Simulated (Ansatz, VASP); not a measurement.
**SnMo in VASP and in Ansatz**

```xyz
2
Lattice="3.2282 0.0000 0.0000 -1.6141 2.7957 0.0000 0.0000 0.0000 4.1510" Properties=species:S:1:pos:R:3 pbc="T T T"
Sn    0.0000    0.0000    0.0000
Mo    1.6141    0.9319    2.0755
```

Alike in both runs: functional r2SCAN; k mesh 6 × 6 × 6; occupations gaussian, width 0.1 eV; no spin polarisation.

Ansatz relaxed the structure, and its values are those at the end. VASP's run is a single point on that final structure, the one shown.

|  | VASP | Ansatz |
| --- | --- | --- |
| version | VASP 6.6.1 | Ansatz 0.2.0 |
| potentials or method | VASP PAW PBE potentials, release 64 (Sn_d, Mo_sv) | scalar-relativistic, plane waves, PAW |
| plane-wave cutoff (eV) | 520 | 500 |
| valence electrons in the cell | 28 | 28 |

|  | VASP | Ansatz | Ansatz less VASP |
| --- | --- | --- | --- |
| gap on the k mesh at the Fermi level (eV) | none | none | - |
| pressure (GPa) | 0.4 | -0.1 | -0.49 |

A gap of «none» marks a metal or a gap that the smearing closes.

Caveats: the k mesh is coarse (spacing up to 0.37 Å⁻¹), so the values aren't converged; the PAW data sets were made with another functional, which shifts forces and pressure a little (VASP).
